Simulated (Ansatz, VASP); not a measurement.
# Cross-check of H2W2CO2 (W2C(OH)2 MXene monolayer) between VASP and Ansatz, part 2 of 2

One calculation is typed for both programs; each brings its own data sets. How far apart do they land? The cell is taken from a series of runs on this material, whose earlier steps may have relaxed, scaled, displaced or heated it; both programs get it as it stands.

VASP 6.6.1 and Ansatz 0.2.0.

So far: The structure; VASP: single point, PBE with D4; Ansatz: single point, PBE with D4; Differences.

### Step 5. Ansatz: single point, PBE, spin-orbit coupling

Level of this step: Ansatz beside VASP: Kohn-Sham DFT, plane waves, PBE, spin-orbit coupling (Ansatz).

With cell and atoms fixed, the geometry can't cause a difference; cores, projectors, grids and the points listed under the comparison can.

The cell is taken from a series of runs on this material, whose earlier steps may have relaxed, scaled, displaced or heated it; both programs get it as it stands.

input.yaml reads:

```yaml
crystal:
  lattice:
    - [2.8862023297, 0.0, 0.0]
    - [-1.4431011649, 2.499524538, 0.0]
    - [0.0, 0.0, 25.6504178885]
  atoms:
    - { symbol: H, position: [0.3333333333, 0.6666666667, 0.3508714766] }
    - { symbol: O, position: [0.3333333333, 0.6666666667, 0.3893001172] }
    - { symbol: W, position: [0.6666666667, 0.3333333333, 0.4471703779] }
    - { symbol: C, position: [0.0, 0.0, 0.5] }
    - { symbol: W, position: [0.3333333333, 0.6666666667, 0.5528296221] }
    - { symbol: O, position: [0.6666666667, 0.3333333333, 0.6106998828] }
    - { symbol: H, position: [0.6666666667, 0.3333333333, 0.6491285234] }
kpoints:
  mp_grid: { grid: [12, 12, 1] }
  band_path:
    path: [[0, 0, 0], [0.5, 0, 0], [0.33333333, 0.33333333, 0], [0, 0, 0]]
    npoints: 16
hamiltonian:
  xc: pbe
  pseudopotentials: { kind: paw_fr }
magnetization:
  noncollinear: true
  spin_orbit: true
scf:
  occupations: { method: fermi_dirac, width: 0.05 }
  convergence: { dr2_threshold: 1.0e-09 }
efield:
  axis: 3
  dipole_correction: true
  ramp_position: 0.97
  ramp_width: 0.06
  amplitude: 0
output:
  write_potential: true
  write_density: true
  volumetric_format: npy
```

Command:

```bash
ansatz run input.yaml --threads 4 --pin off --max-ram 6144MiB --backend cpu --events-out ev --progress --plain --runs-dir out
```

Numbers of over 12 decimals in the logs are rounded to 6 here.

The program printed:

```text
[...]
non-collinear run that drives no moment, with spin-orbit: no starting moment large enough to seed its density (crystal.atoms[].spin), no starting occupations that ask for one, no magnetisation constraint and no magnetic field, so the semilocal B_xc is pinned to zero
Crystal: 7 atoms, lattice volume = 185.046 Å³
[...]
k-point 1: bands = [... 42 lower, 1.9652, 1.9652, 2.5823, 2.5823, 3.6113, 3.6113, 3.8280, 3.8280, ... 10 higher]
  k-point 2: bands = [... 42 lower, 1.6192, 1.6192, 3.0306, 3.0306, 3.3735, 3.3735, 3.7304, 3.7304, ... 10 higher]
  k-point 18: bands = [... 42 lower, 3.3340, 3.3340, 3.7439, 3.7439, 3.9695, 3.9695, 5.1259, 5.1259, ... 10 higher]
[key lines of the parts left out:]
SCF converged after 17 iterations
Magnetization: |M| = 0.0000 μB,  M = (+0.0000, +0.0000, +0.0000) μB
Free energy (F): -22233.943038 eV
Fermi energy:    3.777278 eV
Dipole field:    D = -0.000001 V/Å  (p = -0.000001 e·Å, saw-weighted, corrected)
Work function:   Φ+ = 2.4762 eV   Φ− = 2.4762 eV
```

### Step 6. VASP: single point, PBE, spin-orbit coupling

The same cell, functional, mesh and smearing now go to VASP, with its own data sets.

INCAR reads:

```
SYSTEM = H2W2CO2
PREC = Accurate
ENCUT = 520
EDIFF = 1E-06
NELM = 200
ISMEAR = -1
SIGMA = 0.05
LREAL = .FALSE.
ALGO = Normal
GGA = PE
LNONCOLLINEAR = .TRUE.
MAGMOM = 0 0 0 0 0 0 0 0 0 0 0 0 0 0 0 0 0 0 0 0 0
NBANDS = 44
GGA_COMPAT = .FALSE.
LASPH = .TRUE.
LSORBIT = .TRUE.
LMAXMIX = 4
LORBIT = 11
LWAVE = .FALSE.
LCHARG = .FALSE.
ISIF = 2
LDIPOL = .TRUE.
IDIPOL = 3
DIPOL = 0.5 0.5 0.5
LVHAR = .TRUE.
NELMDL = -8
KPAR = 2
```

POSCAR reads:

```
H2W2CO2
1.0
    2.8862023297      0.0000000000      0.0000000000
   -1.4431011649      2.4995245380      0.0000000000
    0.0000000000      0.0000000000     25.6504178885
H O W C
2 2 2 1
Direct
    0.3333333333      0.6666666667      0.3508714766
    0.6666666667      0.3333333333      0.6491285234
    0.3333333333      0.6666666667      0.3893001172
    0.6666666667      0.3333333333      0.6106998828
    0.6666666667      0.3333333333      0.4471703779
    0.3333333333      0.6666666667      0.5528296221
    0.0000000000      0.0000000000      0.5000000000
```

KPOINTS reads:

```
Automatic mesh
0
Gamma
12 12 1
0 0 0
```

Potentials, in the order of the species: H, O, W and C (PBE family, release 64).

Command:

```bash
mpirun -np 2 vasp_ncl
```

The program printed:

```text
[... set-up lines as in an earlier step ...]
 entering main loop
       N       E                     dE             d eps       ncg     rms          rms(c)
DAV:   1     0.234835960153E+03    0.23484E+03   -0.12410E+04  1720   0.110E+03
DAV:   2    -0.290375059591E+02   -0.26387E+03   -0.25056E+03  2304   0.290E+02
DAV:   3    -0.617934078345E+02   -0.32756E+02   -0.31995E+02  2072   0.104E+02
DAV:   4    -0.629876602194E+02   -0.11943E+01   -0.11628E+01  2324   0.207E+01
[...]
DAV:  24    -0.548031515863E+02   -0.18824E-05   -0.39894E-07  1336   0.303E-03    0.743E-04
DAV:  25    -0.548031526455E+02   -0.10591E-05   -0.27064E-07  1320   0.240E-03    0.540E-04
DAV:  26    -0.548031532113E+02   -0.56578E-06   -0.17516E-07  1316   0.156E-03
   1 F= -.54803153E+02 E0= -.54785123E+02  d E =-.360610E-01  mag=     0.0000    -0.0000     0.0000
```

OUTCAR, selected parts (step 6):

```text
  Total        1.4742852      1.4742852      0.7174286     -0.0000000      0.0000000      0.0000000
  in kB       12.7647840     12.7647840      6.2117022     -0.0000000      0.0000000      0.0000000
  external PRESSURE =      10.5804234 kB  Pullay stress =       0.0000000 kB

 POSITION                                       TOTAL-FORCE (eV/Angst)
 -----------------------------------------------------------------------------------
     -0.00000      1.66635      9.00000        -0.000000     -0.000000     -0.076948
      1.44310      0.83317     16.65042        -0.000000      0.000000      0.076948
     -0.00000      1.66635      9.98571         0.000000     -0.000000      0.029520
      1.44310      0.83317     15.66471        -0.000000      0.000000     -0.029520
      1.44310      0.83317     11.47011        -0.000000     -0.000000     -0.146271
     -0.00000      1.66635     14.18031        -0.000000      0.000000      0.146271
      0.00000      0.00000     12.82521        -0.000000      0.000000      0.000000
 -----------------------------------------------------------------------------------
    total drift:                               -0.000000      0.000000      0.000000

  FREE ENERGIE OF THE ION-ELECTRON SYSTEM (eV)
  ---------------------------------------------------
  free  energy   TOTEN  =       -54.8031532113 eV

  energy  without entropy=      -54.7670922111  energy(sigma->0) =      -54.78512271

 magnetization (x)
# of ion       s       p       d       tot
------------------------------------------
    1       -0.000   0.000   0.000  -0.000
    2        0.000   0.000   0.000   0.000
    3        0.000   0.000   0.000   0.000
    4       -0.000   0.000   0.000  -0.000
    5        0.000   0.000   0.000   0.000
    6        0.000   0.000   0.000   0.000
    7        0.000   0.000   0.000   0.000
--------------------------------------------------
tot         -0.000   0.000   0.000   0.000

 magnetization (y)
# of ion       s       p       d       tot
------------------------------------------
    1        0.000   0.000   0.000   0.000
    2        0.000  -0.000   0.000   0.000
    3        0.000  -0.000   0.000   0.000
    4        0.000  -0.000   0.000   0.000
    5        0.000   0.000  -0.000  -0.000
    6        0.000   0.000   0.000   0.000
    7       -0.000  -0.000   0.000  -0.000
--------------------------------------------------
tot          0.000   0.000   0.000   0.000

 magnetization (z)
# of ion       s       p       d       tot
------------------------------------------
    1        0.000   0.000   0.000   0.000
    2        0.000   0.000   0.000   0.000
    3        0.000   0.000   0.000   0.000
    4        0.000   0.000   0.000   0.000
    5        0.000   0.000   0.000   0.000
    6        0.000   0.000   0.000   0.000
    7        0.000  -0.000   0.000  -0.000
--------------------------------------------------
tot          0.000  -0.000   0.000  -0.000

[... 1 part as in an earlier step ...]

[... 2 further parts left out ...]
[key lines of the parts left out:]
E-fermi :   0.8479
```

### Step 7. Side by side

What differs besides the data sets and the points named for the pairs above, as far as they apply: spin-orbit coupling enters by fully relativistic files in Ansatz and inside the spheres in VASP; the data sets hold 46 valence electrons in Ansatz (on its fully relativistic PAW (standard-fr) files) and 30 in VASP. Total energies have different zeros and are not compared.

The two programs side by side:

```
                                   quantity  Ansatz  VASP  difference
 work function, lower of the two faces (eV)    2.48  2.46       +0.02
work function, higher of the two faces (eV)    2.48  2.46       +0.02
```

With vacuum in the cell, a pressure given here is an average over mostly empty space and none of the material.

### Step 8. What came out

- difference in work function, higher of the two faces (single point, PBE with D4): 0.013 eV
- difference in work function, higher of the two faces (single point, PBE, spin-orbit coupling): 0.017 eV

What this shows: The difference in work function, higher of the two faces is 0.013 eV (single point, PBE with D4). The data sets hold unlike numbers of valence electrons (46 in Ansatz and 30 in VASP), so part of the differences comes from the potentials. How closely two codes agree says nothing of how well the functional describes the real material.

[Lines on the potential files, build, host, timing and source positions are cut from VASP's logs without a mark.]

[Logs are printed without paths, hosts, clocks, repeated set-up lines and the standing remarks that a program may print on its own settings, such as how far it seeks lower states.]

[Hosts, paths, dates, database ids (printed as entryN), source tags and the programs' standing remarks are cut or masked in the printed files.]
